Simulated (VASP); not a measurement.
An input for Quantum ESPRESSO's pw.x (written as the equivalent of a VASP run, and not itself run):

```
&CONTROL
  calculation = 'vc-relax'
  pseudo_dir = './pseudo'
  outdir = './out'
  tprnfor = .true.
  tstress = .true.
  nstep = 60
  forc_conv_thr = 0.00039
/
&SYSTEM
  ibrav = 0
  nat = 2
  ntyp = 2
  ecutwfc = 80
  occupations = 'smearing'
  smearing = 'methfessel-paxton'
  degauss = 0.00735
  input_dft = 'rpbe'
/
&ELECTRONS
  conv_thr = 7.3e-08
  electron_maxstep = 100
/
&IONS
/
&CELL
/
ATOMIC_SPECIES
  In 114.818 In.upf
  Sb 121.760 Sb.upf
CELL_PARAMETERS angstrom
     0.0000000    3.3589573    3.3589573
     3.3589573    0.0000000    3.3589573
     3.3589573    3.3589573   -0.0000000
ATOMIC_POSITIONS crystal
  In   0.0000000  0.0000000  0.0000000
  Sb   0.2500000  0.2500000  0.2500000
K_POINTS automatic
  9 9 9 0 0 0
```

### Question
Translate this input to VASP (INCAR, KPOINTS, POSCAR, choice of POTCAR).

### Answer
Several could match; the one computed here: 
**INCAR**
```
SYSTEM  =  InSb
PREC  =  Accurate; ENCUT  =  520; LREAL  =  F
LASPH  =  T
EDIFF  =  1E-6; NELM  =  100; ALGO  =  Normal
LMAXMIX  =  4
ISMEAR  =  1; SIGMA  =  0.1
GGA  =  RP
IBRION  =  2; NSW  =  60; ISIF  =  3
EDIFFG  =  -0.01
LWAVE  =  F; LCHARG  =  F
```

KPOINTS:
```
Automatic mesh
0
Gamma
9 9 9
0 0 0
```

### POSCAR
```
InSb
1
    0.0000000000     3.3589572877     3.3589572877
    3.3589572877     0.0000000000     3.3589572877
    3.3589572877     3.3589572877    -0.0000000000
In Sb
1 1
Direct
  0.0000000000   0.0000000000   0.0000000000
  0.2500000000   0.2500000000   0.2500000000
```

POTCAR, in this order: In_d Sb (PBE.64 set). Program: vasp_std.

Limits of the translation: the potentials are each code's own (VASP's PAW set, PseudoDojo norm-conserving files in pw.x), so ENCUT and ecutwfc are chosen apart and not converted; conv_thr bounds pw.x's estimated SCF error, while EDIFF bounds the energy change between steps; forc_conv_thr acts on force components and is met together with etot_conv_thr.

The compound is InSb in the zinc blende structure. It was relaxed first, which changed the volume by +11 %. The start is the result of an earlier pass.
